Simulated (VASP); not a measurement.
Data:

```
CaS
1.0
    0.00000     2.83109     2.83109
    2.83109     0.00000     2.83109
    2.83109     2.83109     0.00000
Ca S
1 1
Cartesian
  0.00000   0.00000   0.00000
  2.83109   2.83109   2.83109
```

Level of theory: PBE GGA with D4 dispersion, VASP's PBE PAW potentials (set 64) (plane waves; VASP). Settings: 520 eV cut-off, 9×9×9 Γ-centred mesh, tetrahedra with Blöchl corrections, potentials Ca_sv S.

### Question
Predict the energy per atom (σ→0).

### Answer

* **energy per atom (σ→0)**: -5.406 eV/atom

The compound is CaS in the rock salt structure. It was relaxed first.
